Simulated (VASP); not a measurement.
Consider the following.

```
CELL_PARAMETERS angstrom
      0.00000     4.30898     4.37960
      2.51225     0.00000     4.37960
      2.51225     4.30898     0.00000
ATOMIC_POSITIONS crystal
  Ti 0.75000 0.75000 0.75000
  Ti 0.50000 0.50000 0.50000
  Ge 0.08263 0.41737 0.08263
  Ge 0.41737 0.08263 0.41737
  Ge 0.16737 0.83263 0.16737
  Ge 0.83263 0.16737 0.83263
```

These are LDA (Ceperley-Alder, Perdew-Zunger), VASP's LDA PAW potentials (set 64) (plane waves; VASP) values and carry that method's errors. Run with 300 eV cut-off, 5×5×5 Γ-centred mesh, Gaussian smearing of 0.27 eV, potentials Ti_sv Ge_d.

At this cut-off the stress carries a Pulay error, which pulls relaxed volumes low.

Q: What does the run give for the energy per atom (σ→0), pressure, largest force, band gap (on the k-mesh) with the smallest direct gap where there is one?

A: 
```json
{
  "band gap (on the k-mesh)": "none (metal, semimetal or under 0.01 eV)",
  "energy per atom (σ→0)": "-6.821 eV/atom",
  "pressure": "-6.70 GPa",
  "largest_force": "0.00245 Ry/bohr"
}
```

Only differences to runs with the same potentials and settings are physical.

The structure comes from a computed database's TiGe2 entry (Fddd); how it stands against other phases isn't given here. The cell was not relaxed at this level. The k-mesh is coarse (spacing up to 0.32 per Å, 2π included), so the numbers may not be converged in it.
